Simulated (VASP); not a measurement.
# GW on WSe2: a test of the settings

How far does the GW correction to the gap of WSe2 depend on the settings? The starting structure is a measured crystal structure from the Crystallography Open Database. The atoms were first relaxed with LDA in that cell, in a run that isn't shown, and the relaxed structure is the one below.

Main program and level: VASP 6.6.1; GW on LDA orbitals, with plane waves and PAW data sets made for GW.

The database entry behind the starting cell differs from later determinations by our own check (a about 0.2 % long), so it need not match the best structure at ambient conditions.

### 1. The starting structure

It takes space group P6_3/mmc (No. 194, hexagonal). The conventional cell has a = 3.290 Å, b = 3.290 Å, c = 12.970 Å, α = 90.00°, β = 90.00°, γ = 120.00°. W has 6 Se at 2.52 Å nearest. Nearest to Se lie 3 W at 2.52 Å. Farther neighbours and most contacts between anions are not listed.

### 2. G0W0 (response cutoff 100 eV, 6×6×1 mesh)

It reads the orbitals and their derivatives (WAVECAR and WAVEDER) of a run with the empty bands, which follows a ground-state run; neither is shown.

The input, INCAR:

```
SYSTEM = WSe2
PREC = Accurate
ENCUT = 340
ISMEAR = 0
SIGMA = 0.01
LREAL = .FALSE.
GGA = CA
NBANDS = 288
LASPH = .TRUE.
ALGO = EVGW0
NELMGW = 1
ENCUTGW = 100
NOMEGA = 40
PRECFOCK = Fast
NBANDSGW = 48
LWAVE = .FALSE.
LCHARG = .FALSE.
```

The input, POSCAR:

```
WSe2
1.0
    3.2900000000      0.0000000000      0.0000000000
   -1.6450000000      2.8492235785      0.0000000000
    0.0000000000      0.0000000000     12.9700000000
W Se
2 4
Direct
    0.6666666667      0.3333333333      0.7500000000
    0.3333333333      0.6666666667      0.2500000000
    0.6666666667      0.3333333333      0.3775150786
    0.3333333333      0.6666666667      0.8775150786
    0.6666666667      0.3333333333      0.1224849214
    0.3333333333      0.6666666667      0.6224849214
```

The input, KPOINTS:

```
Automatic mesh
0
Gamma
6 6 1
0 0 0
```

Potentials, in the order of the species: W_sv_GW and Se_GW (LDA family, release 64).

Command:

```console
> mpirun -np 16 vasp_std
```

What it wrote:

```text
[banner, memory and clock lines left out]
running   16 mpi-ranks, on    1 nodes
 distrk:  each k-point on   16 cores,    1 groups
 distr:  one band on    1 cores,   16 groups

 POSCAR found type information on POSCAR W Se
 POSCAR found :  2 types and       6 ions
|                                                                             |
|           W    W    AA    RRRRR   N    N  II  N    N   GGGG   !!!           |
|           W    W   A  A   R    R  NN   N  II  NN   N  G    G  !!!           |
|           W    W  A    A  R    R  N N  N  II  N N  N  G       !!!           |
|           W WW W  AAAAAA  RRRRR   N  N N  II  N  N N  G  GGG   !            |
|           WW  WW  A    A  R   R   N   NN  II  N   NN  G    G                |
|           W    W  A    A  R    R  N    N  II  N    N   GGGG   !!!           |
|                                                                             |
|     For optimal performance we recommend to set                             |
|       NCORE = 2 up to number-of-cores-per-socket                            |
|     NCORE specifies how many cores store one orbital (NPAR=cpu/NCORE).      |
|     This setting can greatly improve the performance of VASP for DFT.       |
|     The default, NCORE=1 might be grossly inefficient on modern             |
|     multi-core architectures or massively parallel machines. Do your        |
|     Unfortunately you need to use the default for GW and RPA                |
|     calculations (for HF NCORE is supported but not extensively tested      |
|     yet).                                                                   |
|                                                                             |

|                                                                             |
|           W    W    AA    RRRRR   N    N  II  N    N   GGGG   !!!           |
|           W    W   A  A   R    R  NN   N  II  NN   N  G    G  !!!           |
|           W    W  A    A  R    R  N N  N  II  N N  N  G       !!!           |
|           W WW W  AAAAAA  RRRRR   N  N N  II  N  N N  G  GGG   !            |
|           WW  WW  A    A  R   R   N   NN  II  N   NN  G    G                |
|           W    W  A    A  R    R  N    N  II  N    N   GGGG   !!!           |
|                                                                             |
|     The default for ENCUTGWSOFT is different in this version of VASP.       |
|     please manually set ENCUTGWSOFT =100 in the INCAR file.                 |
|                                                                             |

 LDA part: xc-table for (Slater(with rela. corr.)+CA(PZ))
 , standard interpolation
 found WAVECAR, reading the header
 POSCAR, INCAR and KPOINTS ok, starting setup
 FFT: planning ... GRIDC
 FFT: planning ... GRID_SOFT
 FFT: planning ... GRID
 reading WAVECAR
 the WAVECAR file was read successfully
 initial charge from wavefunction
 available memory per node:     13.51 GB, setting MAXMEM to     13838

 The Fermi energy was updated, please check that it is located mid-gap
 values below the HOMO (VB) or above the LUMO (CB) will cause erroneous energies
 E-fermi :   7.0190

 calculate exact exchange contribution
 the WAVEDER file was read successfully
|                                                                             |
|           W    W    AA    RRRRR   N    N  II  N    N   GGGG   !!!           |
|           W    W   A  A   R    R  NN   N  II  NN   N  G    G  !!!           |
|           W    W  A    A  R    R  N N  N  II  N N  N  G       !!!           |
|           W WW W  AAAAAA  RRRRR   N  N N  II  N  N N  G  GGG   !            |
|           WW  WW  A    A  R   R   N   NN  II  N   NN  G    G                |
|           W    W  A    A  R    R  N    N  II  N    N   GGGG   !!!           |
|                                                                             |
|     Automatic setting of frequency mesh for GW failed. Frequency mesh       |
|     properly not suitable for determining QP energies. Consider             |
|     increasing number of kpoints.                                           |
|                                                                             |

energies w=
    0.000    0.000    1.336    0.000    2.663    0.000    3.976    0.000
    5.267    0.000    6.533    0.000    7.772    0.000    8.982    0.000
   10.166    0.000   11.326    0.000   12.466    0.000   13.589    0.000
   14.702    0.000   15.811    0.000   16.921    0.000   18.040    0.000
   19.176    0.000   20.337    0.000   21.533    0.000   22.776    0.000
   24.077    0.000   25.453    0.000   26.919    0.000   28.500    0.000
   30.223    0.000   32.122    0.000   34.239    0.000   36.635    0.000
   39.385    0.000   42.594    0.000   46.413    0.000   51.052    0.000
   56.834    0.000   64.262    0.000   74.175    0.000   88.075    0.000
  108.948    0.000  143.685    0.000  212.598    0.000  413.088    0.000
 responsefunction array rank=     304
 LDA part: xc-table for (Slater(with rela. corr.)+CA(PZ))
 , standard interpolation

 min. memory requirement per mpi rank    174.4 MB, per node   2790.4 MB

 allocating   3 responsefunctions rank=   304
 shmem allocating  40 responsefunctions rank=   304
 response function shared by NCSHMEM nodes    1
 Doing            3  frequencies on each core in blocks of           40
NQ=   1    0.0000    0.0000    0.0000,
|.........|.........|.........|.........|.........|.........|.........|.........
 performed        684000 updates of chi_q(r,r)
 total number of BLAS operations        463.37 Gflops
NQ=   2    0.1667    0.0000    0.0000,
|.........|.........|.........|.........|.........|.........|.........|.........
 performed       2003000 updates of chi_q(r,r)
 total number of BLAS operations       1297.14 Gflops
NQ=   3    0.3333    0.0000    0.0000,
|.........|.........|.........|.........|.........|.........|.........|.........
 performed       3322000 updates of chi_q(r,r)
 total number of BLAS operations       2078.36 Gflops
NQ=   4    0.5000    0.0000    0.0000,
|.........|.........|.........|.........|.........|.........|.........|.........
 performed       4282000 updates of chi_q(r,r)
 total number of BLAS operations       2655.23 Gflops
NQ=   5    0.1667    0.1667    0.0000,
|.........|.........|.........|.........|.........|.........|.........|.........
 performed       5601000 updates of chi_q(r,r)
 total number of BLAS operations       3442.20 Gflops
NQ=   6    0.3333    0.1667    0.0000,
|.........|.........|.........|.........|.........|.........|.........|.........
 performed       7086000 updates of chi_q(r,r)
 total number of BLAS operations       4334.58 Gflops
NQ=   7    0.3333    0.3333    0.0000,
|.........|.........|.........|.........|.........|.........|.........|.........
 performed       7908000 updates of chi_q(r,r)
 total number of BLAS operations       4824.82 Gflops
 resolving degeneracies of screened two electron integrals

 calculate QP shifts <psi_nk| G(iteration)W_0 |psi_nk>: iteration 1
 entering main loop
```

Elapsed: 82 s, on 16 MPI ranks of Intel Xeon 6975P-C (Granite Rapids), shared host; peak memory 3.9 GiB; 22 min of CPU time.

Lines that name or quote the potential files are left out of all logs, and their timing lines are given in words.

From OUTCAR (step 2):

```text
ion  position               nearest neighbor table
   1  0.667  0.333  0.750-   4 2.52   6 2.52   4 2.52   6 2.52   4 2.52   6 2.52
   2  0.333  0.667  0.250-   3 2.52   5 2.52   3 2.52   5 2.52   3 2.52   5 2.52
   3  0.667  0.333  0.378-   2 2.52   2 2.52   2 2.52
   4  0.333  0.667  0.878-   1 2.52   1 2.52   1 2.52
   5  0.667  0.333  0.122-   2 2.52   2 2.52   2 2.52
   6  0.333  0.667  0.622-   1 2.52   1 2.52   1 2.52

  LATTYP: Found a hexagonal cell.
 ALAT       =     3.2900000000
 C/A-ratio  =     3.9422492401

 Subroutine GETGRP returns: Found 24 space group operations
 (whereof 12 operations were pure point group operations)

The static configuration has the point symmetry D_3d.
 The point group associated with its full space group is D_6h.

 Found      7 irreducible k-points:

   k-points           NKPTS =      7   k-points in BZ     NKDIM =     36   number of bands    NBANDS=    288

   dimension x,y,z NGX =    20 NGY =   20 NGZ =   80
   dimension x,y,z NGXF=    40 NGYF=   40 NGZF=  160

   ENCUT  =  340.0 eV  24.99 Ry    5.00 a.u.   4.95  4.95 19.50*2*pi/ulx,y,z

   NELECT =      52.0000    total number of electrons

  energy-cutoff  :      340.00
  volume of cell :      121.58
      direct lattice vectors                 reciprocal lattice vectors
     3.290000000  0.000000000  0.000000000     0.303951368  0.175486404  0.000000000
    -1.645000000  2.849223579  0.000000000     0.000000000  0.350972808  0.000000000
     0.000000000  0.000000000 12.970000000     0.000000000  0.000000000  0.077101002

 k-points in reciprocal lattice and weights: Automatic mesh
   0.00000000  0.00000000  0.00000000       0.028
   0.16666667  0.00000000  0.00000000       0.167
   0.33333333  0.00000000  0.00000000       0.167
   0.50000000  0.00000000  0.00000000       0.083
   0.16666667  0.16666667  0.00000000       0.167
   0.33333333  0.16666667  0.00000000       0.333
   0.33333333  0.33333333  0.00000000       0.056

 E-fermi :   7.0190

 QP shifts <psi_nk| G(iteration)W_0 |psi_nk>: iteration 1
 for sc-GW calculations column KS-energies equals QP-energies in previous step
 and V_xc(KS)=  KS-energies - (<T + V_ion + V_H > + <T+V_H+V_ion>^1  + <V_x>^1)
 k-point   1 :       0.0000    0.0000    0.0000
  band No.  KS-energies  QP-energies   sigma(KS)   V_xc(KS)     V^pw_x(r,r')   Z            occupation Imag(sigma)
    ...
     23       4.9238       4.9329     -15.0403     -15.0520     -16.3691       0.7826       2.0000       0.3003
     24       5.4254       5.4541     -14.0058     -14.0427     -15.0111       0.7797       2.0000       0.2750
     25       5.4991       5.2114     -13.2070     -12.8434     -14.8869       0.7913       2.0000       0.3244
     26       6.5553       6.7106     -14.8997     -15.0994     -15.4256       0.7774       2.0000       0.1849
     27       9.1512       9.9406     -13.3465     -14.3495      -9.7566       0.7871       0.0000      -0.3769
     28       9.1512       9.9406     -13.3465     -14.3495      -9.7566       0.7871       0.0000      -0.3769
     29       9.1956       9.9783     -13.2663     -14.2599      -9.6465       0.7878       0.0000      -0.3813
     30       9.1956       9.9783     -13.2663     -14.2599      -9.6465       0.7878       0.0000      -0.3813
    ...

 k-point   2 :       0.1667    0.0000    0.0000
  band No.  KS-energies  QP-energies   sigma(KS)   V_xc(KS)     V^pw_x(r,r')   Z            occupation Imag(sigma)
    ...
     23       4.6692       4.4312     -13.4389     -13.1372     -15.1418       0.7888       2.0000       0.3437
     24       5.4347       5.4832     -14.3378     -14.4000     -15.3771       0.7791       2.0000       0.2773
     25       5.5394       5.2734     -13.2220     -12.8859     -14.8638       0.7916       2.0000       0.3163
     26       5.8626       5.9585     -14.5853     -14.7082     -15.4361       0.7802       2.0000       0.2406
     27       8.1636       8.8835     -12.8989     -13.8137      -9.3968       0.7870       0.0000      -0.3511
     28       8.6580       9.5030     -13.5104     -14.5822      -9.8371       0.7884       0.0000      -0.3637
     29       8.8066       9.5333     -13.4102     -14.3366      -9.9293       0.7844       0.0000      -0.3777
     30       8.8781       9.6289     -13.5696     -14.5284      -9.9303       0.7830       0.0000      -0.4010
    ...

 k-point   3 :       0.3333    0.0000    0.0000
  band No.  KS-energies  QP-energies   sigma(KS)   V_xc(KS)     V^pw_x(r,r')   Z            occupation Imag(sigma)
    ...
     23       4.7985       4.7727     -13.8934     -13.8604     -15.1701       0.7826       2.0000       0.3277
     24       4.8473       4.6837     -13.9232     -13.7150     -15.6019       0.7858       2.0000       0.3415
     25       4.9860       4.8488     -14.1011     -13.9265     -15.7263       0.7852       2.0000       0.3317
     26       5.0540       5.0512     -14.1899     -14.1863     -15.4233       0.7813       2.0000       0.3110
     27       8.0459       8.7927     -13.5099     -14.4656      -9.8605       0.7814       0.0000      -0.3685
     28       8.4062       9.2232     -14.5255     -15.5768     -10.8680       0.7772       0.0000      -0.3864
     29       8.5773       9.4038     -14.6015     -15.6655     -10.8955       0.7767       0.0000      -0.3991
     30       8.8445       9.6459     -14.0777     -15.1048     -10.2311       0.7802       0.0000      -0.4239
    ...

 k-point   4 :       0.5000    0.0000    0.0000
  band No.  KS-energies  QP-energies   sigma(KS)   V_xc(KS)     V^pw_x(r,r')   Z            occupation Imag(sigma)
    ...
     23       5.1035       4.9302     -13.2020     -12.9828     -14.5126       0.7903       2.0000       0.3014
     24       5.1390       4.9175     -13.3551     -13.0748     -14.9881       0.7904       2.0000       0.3202
     25       5.2506       5.1658     -13.7501     -13.6422     -14.9753       0.7859       2.0000       0.2928
     26       5.3697       5.1730     -13.5576     -13.3088     -15.1450       0.7904       2.0000       0.3088
     27       8.5618       9.4944     -15.6603     -16.8716     -11.6917       0.7699       0.0000      -0.4348
     28       8.6018       9.5343     -15.6431     -16.8551     -11.6449       0.7693       0.0000      -0.4405
     29       8.7905       9.6421     -14.3324     -15.4291     -10.2896       0.7766       0.0000      -0.4541
     30       9.1037      10.0208     -15.3072     -16.4954     -11.0665       0.7719       0.0000      -0.4984
    ...

[... 3 further parts left out ...]
```

G0W0 (response cutoff 100 eV, 6×6×1 mesh): the quasiparticle gap on this mesh is 1.435 eV, +0.507 eV from the LDA gap on the same points, with 288 bands.

### 3. G0W0 (response cutoff 160 eV, 6×6×1 mesh)

It reads the orbitals and their derivatives (WAVECAR and WAVEDER) of a run with the empty bands, which follows a ground-state run; neither is shown.

INCAR, as its differences from that of step 2:

```diff
@@ -7,3 +7,3 @@
 GGA = CA
-NBANDS = 288
+NBANDS = 560
 LASPH = .TRUE.
@@ -11,3 +11,3 @@
 NELMGW = 1
-ENCUTGW = 100
+ENCUTGW = 160
 NOMEGA = 40
```

POSCAR is that of step 2.

KPOINTS is that of step 2.

Command:

```console
> mpirun -np 16 vasp_std
```

What it wrote:

```text
[banner, memory and clock lines left out]
running   16 mpi-ranks, on    1 nodes
[...]
[... a notice as in an earlier step ...]

|                                                                             |
|           W    W    AA    RRRRR   N    N  II  N    N   GGGG   !!!           |
|           W    W   A  A   R    R  NN   N  II  NN   N  G    G  !!!           |
|           W    W  A    A  R    R  N N  N  II  N N  N  G       !!!           |
|           W WW W  AAAAAA  RRRRR   N  N N  II  N  N N  G  GGG   !            |
|           WW  WW  A    A  R   R   N   NN  II  N   NN  G    G                |
|           W    W  A    A  R    R  N    N  II  N    N   GGGG   !!!           |
|                                                                             |
|     The default for ENCUTGWSOFT is different in this version of VASP.       |
|     please manually set ENCUTGWSOFT =160 in the INCAR file.                 |
|                                                                             |

[...]
total number of BLAS operations      10348.37 Gflops
NQ=   3    0.3333    0.0000    0.0000,
|.........|.........|.........|.........|.........|.........|.........|.........
 performed       6599000 updates of chi_q(r,r)
 total number of BLAS operations      16855.74 Gflops
NQ=   4    0.5000    0.0000    0.0000,
|.........|.........|.........|.........|.........|.........|.........|.........
 performed       8512000 updates of chi_q(r,r)
 total number of BLAS operations      21554.18 Gflops
NQ=   5    0.1667    0.1667    0.0000,
|.........|.........|.........|.........|.........|.........|.........|.........
 performed      11124000 updates of chi_q(r,r)
 total number of BLAS operations      28178.70 Gflops
NQ=   6    0.3333    0.1667    0.0000,
|.........|.........|.........|.........|.........|.........|.........|.........
 performed      14059000 updates of chi_q(r,r)
 total number of BLAS operations      35385.11 Gflops
NQ=   7    0.3333    0.3333    0.0000,
|.........|.........|.........|.........|.........|.........|.........|.........
 performed      15703000 updates of chi_q(r,r)
 total number of BLAS operations      39394.45 Gflops
 resolving degeneracies of screened two electron integrals

 calculate QP shifts <psi_nk| G(iteration)W_0 |psi_nk>: iteration 1
 entering main loop
[key lines of the parts left out:]
E-fermi :   7.0190
```

It took 3 min on 16 MPI ranks; peak memory 7.5 GiB.

From OUTCAR (step 3):

```text
 QP shifts <psi_nk| G(iteration)W_0 |psi_nk>: iteration 1
 for sc-GW calculations column KS-energies equals QP-energies in previous step
 and V_xc(KS)=  KS-energies - (<T + V_ion + V_H > + <T+V_H+V_ion>^1  + <V_x>^1)
 k-point   1 :       0.0000    0.0000    0.0000
  band No.  KS-energies  QP-energies   sigma(KS)   V_xc(KS)     V^pw_x(r,r')   Z            occupation Imag(sigma)
    ...
     23       4.9238       4.6885     -15.3535     -15.0520     -16.3691       0.7806       2.0000       0.2972
     24       5.4254       5.2676     -14.2455     -14.0427     -15.0111       0.7778       2.0000       0.2720
     25       5.4991       4.9770     -13.5047     -12.8434     -14.8869       0.7896       2.0000       0.3238
     26       6.5553       6.4829     -15.1928     -15.0994     -15.4256       0.7749       2.0000       0.1817
     27       9.1512       9.7088     -13.6391     -14.3495      -9.7566       0.7850       0.0000      -0.3749
     28       9.1512       9.7088     -13.6391     -14.3495      -9.7566       0.7850       0.0000      -0.3749
     29       9.1956       9.7463     -13.5590     -14.2599      -9.6465       0.7857       0.0000      -0.3792
     30       9.1956       9.7463     -13.5590     -14.2599      -9.6465       0.7857       0.0000      -0.3792
    ...

[... 1 part as in an earlier step ...]

[... 2 further parts left out ...]
[key lines of the parts left out:]
E-fermi :   7.0190
```

G0W0 (response cutoff 160 eV, 6×6×1 mesh): the quasiparticle gap on this mesh is 1.477 eV, +0.550 eV from the LDA gap on the same points, with 560 bands.

[end of part 1 of 2]

[Lines on the potential files, build, host, timing and source positions are cut from VASP's logs without a mark.]

[Logs are printed without paths, hosts, clocks, repeated set-up lines and the standing remarks that a program may print on its own settings, such as how far it seeks lower states.]

[Hosts, paths, dates, database ids (printed as entryN), source tags and the programs' standing remarks are cut or masked in the printed files.]
